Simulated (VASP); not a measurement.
A convergence study with VASP on TlCl (CsCl type): one setting is varied, all else stays as given below, so the limit is that of these other settings.

```yaml
crystal:
  lattice:
    - [3.84000, 0.00000, 0.00000]
    - [0.00000, 3.84000, 0.00000]
    - [0.00000, 0.00000, 3.84000]
  atoms:
    - { symbol: Tl, position: [0.00000, 0.00000, 0.00000] }
    - { symbol: Cl, position: [0.50000, 0.50000, 0.50000] }
```

Calculation: PBE GGA, VASP's PBE PAW potentials (set 64) (plane waves; VASP). The tightest run used: 550 eV cut-off, 12×12×12 Monkhorst-Pack mesh, Gaussian smearing of 0.050 eV, potentials Tl_d Cl.

| setting | E (eV/atom) | pressure (GPa) | irreducible k-points |
|---|---|---|---|
| 1×1×1 mesh | -3.3988 | -3.98 | 1 |
| 2×2×2 mesh | -3.0580 | 0.47 | 1 |
| 3×3×3 mesh | -3.0011 | 0.99 | 4 |

These are the cheaper rows. Estimate the results at 12×12×12 mesh, and how far the last row shown lies from them.

| quantity | tightest run | last row shown is off by |
|---|---|---|
| E (eV/atom) | -3.0032 | 0.0021 |
| pressure (GPa) | 1.10 | -0.11 |

Left out are rungs that failed or repeat a setting and relaxations that didn't move; long series are thinned to 24 rows.

The compound is TlCl in the CsCl type structure. The cell was not relaxed at this level.
